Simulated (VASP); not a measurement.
# CoSi2 (mix): single point with PBE

The system is CoSi2 (mix).

```
Co Si
1.0
     0.00000    2.67800    2.67800
     2.67800    0.00000    2.67800
     2.67800    2.67800    0.00000
Co Si
1 2
Cartesian
  0.0000 0.0000 0.0000
  1.3390 1.3390 1.3390
  4.0170 4.0170 4.0170
```

```yaml
Program: VASP 6.6.1
Task: single point
Functional: PBE
Potentials_or_basis: VASP PAW PBE potentials, release 64 (Co, Si)
Cutoff: 520 eV
k_mesh: 6 × 6 × 6
Occupations: gaussian, width 0.1 eV
Spin: no spin polarisation
```

```
Pressure               : 0.2 GPa
Band gap on the k mesh : none (metal or under the smearing width)
```

Levels at points of the mesh, in eV from the Fermi level:
| k point | band 6 | band 7 | band 8 | band 9 | band 10 | band 11 | band 12 | band 13 |
| --- | --- | --- | --- | --- | --- | --- | --- | --- |
| (0.00, 0.00, 0.00) | -2.03 | 0.63 | 3.28 | 3.28 | 3.28 | 3.32 | 3.32 | 3.32 |
| (0.50, 0.00, 0.00) | -1.75 | -1.75 | -0.60 | -0.60 | 2.56 | 3.28 | 3.28 | 4.22 |
| (0.50, 0.50, 0.00) | -2.08 | -2.08 | -2.04 | -1.46 | 1.45 | 2.80 | 8.42 | 9.46 |

It took 13 s on 1 thread of Intel(R) Xeon(R) Platinum 8259CL CPU @ 2.50GHz (Skylake/Cascade Lake), with other jobs on the host, peak memory 0.15 GiB.

Spin polarisation is off, so any magnetic state and its effect on volume and gap are missing.
